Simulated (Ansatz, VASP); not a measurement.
# Cross-check of AlRh between VASP and Ansatz, part 2 of 2

One calculation is typed for both programs; each brings its own data sets. How far apart do they land? The cell is taken from a series of runs on this material, whose earlier steps may have relaxed, scaled, displaced or heated it; both programs get it as it stands.

VASP 6.6.1 and Ansatz 0.2.0.

So far: The starting structure; Ansatz: relaxation of cell and atoms, PBEsol, pair 1; VASP: relaxation of cell and atoms, PBEsol, pair 1; Comparison.

## (5) VASP: relaxation of cell and atoms, PBEsol, pair 2

Level of this step: PBEsol; plane waves and PAW (Al, Rh_pv) (VASP).

The relaxed volume is the usual yardstick between codes: in a stiff, nearly cubic crystal its relative difference is about their pressure difference at one cell divided by the bulk modulus.

The input, INCAR:

```
SYSTEM = AlRh
PREC = Accurate
ENCUT = 500
EDIFF = 1E-07
NELM = 120
ISMEAR = 0
SIGMA = 0.1
LREAL = .FALSE.
ALGO = Normal
GGA = PS
NBANDS = 15
LASPH = .TRUE.
LORBIT = 11
LWAVE = .FALSE.
LCHARG = .FALSE.
ISIF = 3
IBRION = 2
NSW = 80
EDIFFG = -0.005
GGA_COMPAT = .FALSE.
NELMIN = 4
KPAR = 2
```

The input, POSCAR:

```
AlRh
1.0
    2.9773220000      0.0000000000      0.0000000000
    0.0000000000      2.9773220000      0.0000000000
    0.0000000000      0.0000000000      2.9773220000
Al Rh
1 1
Direct
    0.0000000000      0.0000000000      0.0000000000
    0.5000000000      0.5000000000      0.5000000000
```

The input, KPOINTS:

```
Automatic mesh
0
Gamma
12 12 12
0 0 0
```

The projector-augmented-wave data sets are Al and Rh_pv (PBE family, release 64).

Started as:

```sh
$ mpirun -np 2 vasp_std
```

Numbers of over 12 decimals in the logs are rounded to 6 here.

What it wrote:

```text
[banner, memory and clock lines left out]
running    2 mpi-ranks, on    1 nodes
[...]
[... a notice as in an earlier step ...]

 LDA part: xc-table for (Slater+PW92), standard interpolation
 POSCAR, INCAR and KPOINTS ok, starting setup
[...]
entering main loop
       N       E                     dE             d eps       ncg     rms          rms(c)
DAV:   1     0.118400650030E+03    0.11840E+03   -0.10487E+04  2608   0.116E+03
DAV:   2    -0.131947030292E+02   -0.13160E+03   -0.12633E+03  2933   0.319E+02
DAV:   3    -0.150472295111E+02   -0.18525E+01   -0.18490E+01  3052   0.409E+01
DAV:   4    -0.150607507670E+02   -0.13521E-01   -0.13521E-01  2905   0.365E+00
[...]
DAV:  11    -0.144102850395E+02    0.10584E-05   -0.18836E-06  3101   0.169E-02    0.355E-03
DAV:  12    -0.144102843469E+02    0.69261E-06   -0.79921E-08  1820   0.330E-03    0.275E-04
DAV:  13    -0.144102843274E+02    0.19485E-07   -0.59359E-09  1505   0.707E-04
   1 F= -.14410284E+02 E0= -.14408716E+02  d E =-.144103E+02
[...]
DAV:   9    -0.144097952636E+02    0.12401E-08   -0.77969E-10  1421   0.301E-04
   2 F= -.14409795E+02 E0= -.14408275E+02  d E =0.489064E-03
 trial-energy change:    0.000489  1 .order    0.000510   -0.001937    0.002957
 step:   0.4020(harm=  0.3957)  dis= 0.00000  next Energy=   -14.410675 (dE=-0.391E-03)
[...]
N       E                     dE             d eps       ncg     rms          rms(c)
DAV:   1    -0.144338728548E+02   -0.24078E-01   -0.25306E-01  2520   0.666E+00    0.120E+00
DAV:   2    -0.144150068730E+02    0.18866E-01   -0.10841E-01  2534   0.404E+00    0.509E-01
DAV:   3    -0.144108038438E+02    0.42030E-02   -0.88297E-03  2576   0.118E+00    0.970E-02
DAV:   4    -0.144106763162E+02    0.12753E-03   -0.43350E-04  2849   0.140E-01    0.209E-02
DAV:   5    -0.144106766132E+02   -0.29701E-06   -0.16359E-05  2863   0.429E-02    0.129E-02
DAV:   6    -0.144106767001E+02   -0.86899E-07   -0.18284E-06  2905   0.160E-02    0.232E-03
DAV:   7    -0.144106765589E+02    0.14115E-06   -0.64485E-08  1989   0.282E-03    0.327E-04
DAV:   8    -0.144106766459E+02   -0.86944E-07   -0.70430E-09  1400   0.862E-04
   3 F= -.14410677E+02 E0= -.14409128E+02  d E =-.392318E-03
[...]
reached required accuracy - stopping structural energy minimisation
```

OUTCAR, selected parts (step 5):

```text
  Total        0.0006565      0.0006565      0.0006565      0.0000000      0.0000000     -0.0000000
  in kB        0.0400448      0.0400448      0.0400448      0.0000000      0.0000000     -0.0000000
  external PRESSURE =       0.0400448 kB  Pullay stress =       0.0000000 kB

 POSITION                                       TOTAL-FORCE (eV/Angst)
 -----------------------------------------------------------------------------------
      0.00000      0.00000      0.00000        -0.000000      0.000000      0.000000
      1.48630      1.48630      1.48630         0.000000      0.000000      0.000000
 -----------------------------------------------------------------------------------
    total drift:                                0.000000     -0.000000     -0.000000

  FREE ENERGIE OF THE ION-ELECTRON SYSTEM (eV)
  ---------------------------------------------------
  free  energy   TOTEN  =       -14.4106766459 eV

  energy  without entropy=      -14.4075789061  energy(sigma->0) =      -14.40912778

[... 2 parts as in an earlier step ...]

[... 2 further parts left out ...]
[key lines of the parts left out:]
E-fermi :  11.6598
```

## (6) Ansatz: relaxation of cell and atoms, PBEsol, pair 2

The same cell, functional, mesh and smearing now go to Ansatz, which takes its cutoff from its data sets.

The cell is taken from a series of runs on this material, whose earlier steps may have relaxed, scaled, displaced or heated it; both programs get it as it stands.

The input, input.yaml:

```yaml
crystal:
  lattice:
    - [2.97732247, 0.0, 0.0]
    - [0.0, 2.97732247, 0.0]
    - [0.0, 0.0, 2.97732247]
  atoms:
    - { symbol: Al, position: [0.0, 0.0, 0.0] }
    - { symbol: Rh, position: [0.5, 0.5, 0.5] }
kpoints:
  mp_grid: { grid: [12, 12, 12] }
hamiltonian:
  xc: pbesol
scf:
  occupations: { method: gaussian, width: 0.1 }
output:
  forces: true
  stress: true
  eigenvalues: true
  write_density: true
  write_potential: true
  elf: true
  volumetric_format: npy
relax:
  adjacent_minimum: "off"
  f_tol: 0.005
  max_steps: 80
  cell: { stress_tol: 0.05 }
```

Started as:

```sh
$ ansatz run input.yaml --threads 4 --pin off --max-ram 7168MiB --backend cpu --events-out ev --progress --plain --runs-dir out
```

What it wrote:

```text
[...]
Crystal: 2 atoms, lattice volume = 26.392 Å³
Basis set: ecut = 420 eV, 485 PW (Γ), exchange–correlation on 40×40×40 points (8 copies of the dense FFT grid, shifted against one another)
Bands: 14, of which v1, the nominal top of the filled ones, is band 10 counted from 1 (9 counted from 0)
Symmetry: 48 space group operations
[...]
k-points: 84 of 1728
[...]
k-point 83: bands = [... 6 lower, 11.1585, 16.6378, 16.6378, 18.9079, 19.9182, 19.9182, 19.9182, 23.8776]
--- Relaxed structure (3 steps of the walk, 3 accepted, 1 SCFs on fresh bases) ---
[...]
cell:  # Å, volume = 26.2527 Å³
    - [2.972064, 0, 0]
    - [0, 2.972064, 0]
    - [0, 0, 2.972064]
  atoms:
    - { symbol: Al, position: [0, 0, 0.0] }
    - { symbol: Rh, position: [0.5, 0.5, 0.5] }
[key lines of the parts left out:]
SCF converged after 8 iterations
Free energy (F): -6865.471270 eV
Fermi energy:    17.129460 eV
P = ⅓ Tr σ = -0.0029 GPa (-0.029 kbar)
```

## (7) Differences

What differs besides the data sets and the points named for the pairs above, as far as they apply: the data sets hold 20 valence electrons in Ansatz (on its default PAW (the set named soft_2) files) and 18 in VASP. Total energies have different zeros and are not compared.

Compared:

```tsv
quantity	Ansatz	VASP	difference
volume (Å³)	26.25	26.27	-0.05 %
edge a after relaxation, in the typed setting (Å)	2.972	2.973	-0.02 %
```

## (8) VASP: zone-centre phonons, PBEsol

Second derivatives magnify differences that forces hide, and they need a tight electronic threshold.

The input, INCAR:

```
SYSTEM = AlRh
PREC = Accurate
ENCUT = 500
EDIFF = 1E-08
NELM = 120
ISMEAR = 1
SIGMA = 0.15
LREAL = .FALSE.
ALGO = Normal
GGA = PS
NBANDS = 15
LASPH = .TRUE.
LORBIT = 11
LWAVE = .FALSE.
LCHARG = .FALSE.
ISIF = 2
IBRION = 8
GGA_COMPAT = .FALSE.
KPAR = 2
```

The input, POSCAR:

```
AlRh
1.0
    2.9719338076      0.0000000000      0.0000000000
    0.0000000000      2.9719338076      0.0000000000
    0.0000000000      0.0000000000      2.9719338076
Al Rh
1 1
Direct
    0.0000000000      0.0000000000      0.0000000000
    0.5000000000      0.5000000000      0.5000000000
```

KPOINTS is that of step 5.

Started as:

```sh
$ mpirun -np 2 vasp_std
```

What it wrote:

```text
[... set-up lines as in an earlier step ...]
 entering main loop
       N       E                     dE             d eps       ncg     rms          rms(c)
DAV:   1     0.126093911023E+03    0.12609E+03   -0.10410E+04  2552   0.116E+03
DAV:   2    -0.130027653189E+02   -0.13910E+03   -0.13333E+03  2898   0.325E+02
DAV:   3    -0.150482001428E+02   -0.20454E+01   -0.20412E+01  2954   0.429E+01
DAV:   4    -0.150633141100E+02   -0.15114E-01   -0.15113E-01  2968   0.387E+00
[...]
DAV:  12    -0.144092493874E+02    0.69809E-06   -0.84493E-08  2898   0.331E-03    0.296E-04
DAV:  13    -0.144092493718E+02    0.15611E-07   -0.25530E-09  1757   0.430E-04    0.133E-04
DAV:  14    -0.144092493811E+02   -0.92627E-08   -0.40769E-10  1477   0.163E-04
   1 F= -.14409249E+02 E0= -.14409259E+02  d E =0.290978E-04
 Linear response reoptimize wavefunctions to high precision
DAV:   1    -0.144092493799E+02    0.11496E-08   -0.76238E-11  1603   0.679E-05
DAV:   2    -0.144092493799E+02    0.28649E-10   -0.20722E-11  1456   0.308E-05
 Linear response DOF=           2
 Linear response progress:
[...]
RMM:  10    -0.596619070217E-02    0.14953E-07    0.12283E-09  9991   0.752E-05    0.580E-06
RMM:  11    -0.596617279849E-02    0.17904E-07   -0.41689E-10 10338   0.335E-05    0.148E-05
RMM:  12    -0.596617222307E-02    0.57543E-09    0.33167E-10 10049   0.176E-05    0.138E-06
 first order change of Fermi-energy   0.14100E-04
 force on displaced ion       1 direction 1 :  -6.624  -0.000   0.000
 Linear response progress:
  Degree of freedom:   2/  2
       N       E                     dE             d eps       ncg     rms          rms(c)
RMM:   1    -0.376963911736E+00   -0.37696E+00    0.25833E+01  6224   0.831E+01
RMM:   2    -0.511274900348E+00   -0.13431E+00   -0.13258E-01  8756   0.330E+00    0.132E-01
RMM:   3    -0.511758593963E+00   -0.48369E-03   -0.13524E-03 10239   0.322E-01    0.785E-02
RMM:   4    -0.511286625822E+00    0.47197E-03   -0.28396E-04 10267   0.150E-01    0.150E-02
[...]
RMM:  11    -0.511141111260E+00   -0.16703E-06   -0.31786E-08 10870   0.178E-04    0.290E-06
RMM:  12    -0.511141127277E+00   -0.16016E-07   -0.19658E-08 12056   0.128E-04    0.190E-06
RMM:  13    -0.511141127125E+00    0.15204E-09   -0.13828E-08 11097   0.108E-04    0.511E-07
 first order change of Fermi-energy   0.17752E-02
 force on displaced ion       2 direction 1 :  -6.614   0.000  -0.000
 Linear response finished
```

From OUTCAR (step 8):

```text
  Total        0.0211925      0.0211925      0.0211925     -0.0000000      0.0000000     -0.0000000
  in kB        1.2935286      1.2935286      1.2935286     -0.0000000      0.0000000     -0.0000000
  external PRESSURE =       1.2935286 kB  Pullay stress =       0.0000000 kB

 POSITION                                       TOTAL-FORCE (eV/Angst)
 -----------------------------------------------------------------------------------
      0.00000      0.00000      0.00000         0.000000      0.000000      0.000000
      1.48597      1.48597      1.48597         0.000000      0.000000      0.000000
 -----------------------------------------------------------------------------------
    total drift:                                0.000000     -0.000000     -0.000000

[... 1 part as in an earlier step ...]

[... 1 further part left out ...]
```

## (9) Ansatz: zone-centre phonons, PBEsol

The same cell, functional, mesh and smearing now go to Ansatz, which takes its cutoff from its data sets.

The cell is taken from a series of runs on this material, whose earlier steps may have relaxed, scaled, displaced or heated it; both programs get it as it stands.

The input, input.yaml:

```yaml
crystal:
  lattice:
    - [2.9719338076, 0.0, 0.0]
    - [0.0, 2.9719338076, 0.0]
    - [0.0, 0.0, 2.9719338076]
  atoms:
    - { symbol: Al, position: [0.0, 0.0, 0.0] }
    - { symbol: Rh, position: [0.5, 0.5, 0.5] }
kpoints:
  mp_grid: { grid: [12, 12, 12] }
hamiltonian:
  xc: pbesol
scf:
  occupations: { method: methfessel_paxton, width: 0.15 }
output:
  eigenvalues: true
phonons:
  method: dfpt
```

Started as:

```sh
$ ansatz run input.yaml --threads 4 --pin off --max-ram 7168MiB --backend cpu --events-out ev --progress --plain --runs-dir out
```

What it wrote:

```text
[...]
Crystal: 2 atoms, lattice volume = 26.249 Å³
Basis set: ecut = 420 eV, 485 PW (Γ), exchange–correlation on 40×40×40 points (8 copies of the dense FFT grid, shifted against one another)
Bands: 14, of which v1, the nominal top of the filled ones, is band 10 counted from 1 (9 counted from 0)
Symmetry: 48 space group operations
k-points: 196 of 1728 (irreducible under 8 space group operations, time reversal used)
[...]
k mesh reduced under 8 symmetry operations, with k and −k counted as one. Each operation leaves every solved perturbation unchanged. A smaller set is not used because it would not reduce the number of displacements times k-points to solve
  ASR residual: 1.366e-4 → 0.000e0 eV/Å²; symmetrization residual: 4.233e-6 eV/Å²
  ASR residual per site (eV/Å²): 1.02e-4 1.37e-4
  Γ frequencies (cm⁻¹): 0.00 0.00 0.00 288.46 288.46 288.46
  non-analytic LO–TO correction: not included (Born effective charges unavailable; polar crystals: no LO–TO splitting at Γ)
[key lines of the parts left out:]
SCF converged after 6 iterations
Free energy (F): -6865.469896 eV
Fermi energy:    17.139638 eV
```

## (10) Side by side

What differs besides the data sets and the points named for the pairs above, as far as they apply: the data sets hold 20 valence electrons in Ansatz (on its default PAW (the set named soft_2) files) and 18 in VASP. Total energies have different zeros and are not compared.

The two programs side by side:

```tsv
quantity	Ansatz	VASP	difference
optical mode 1 to 3 (cm⁻¹)	288.5	290.2	-0.61 %
```

Modes are paired by rising frequency, not by their patterns, so a pair may set unlike modes beside each other; they are those without the splitting of longitudinal modes.

## (11) What came out

```json
{
  "difference in volume (relaxation of cell and atoms, PBEsol, pair 1)": "-0.061 %",
  "difference in volume (relaxation of cell and atoms, PBEsol, pair 2)": "-0.054 %",
  "r.m.s. difference of the optical zone-centre modes, each program's sorted by frequency (zone-centre phonons, PBEsol)": "1.8 cm⁻¹",
  "difference in optical mode 1 to 3 (zone-centre phonons, PBEsol)": "-0.6 %"
}
```

The difference in volume is -0.061 % (relaxation of cell and atoms, PBEsol, pair 1), within the 1.2 % picked in this series as the mark of a large difference, as far as the stopping tolerances let one tell. The data sets hold unlike numbers of valence electrons (20 in Ansatz and 18 in VASP), so part of the differences comes from the potentials. Among the rows given in per cent, the largest difference of the zone-centre phonons, PBEsol pair is in optical mode 1 to 3, -0.6 %. Such differences can come from data sets, numerical settings and the points named under the comparisons, not from the functional's error against experiment.

[Lines on the potential files, build, host, timing and source positions are cut from VASP's logs without a mark.]

[Logs are printed without paths, hosts, clocks, repeated set-up lines and the standing remarks that a program may print on its own settings, such as how far it seeks lower states.]

[Hosts, paths, dates, database ids (printed as entryN), source tags and the programs' standing remarks are cut or masked in the printed files.]
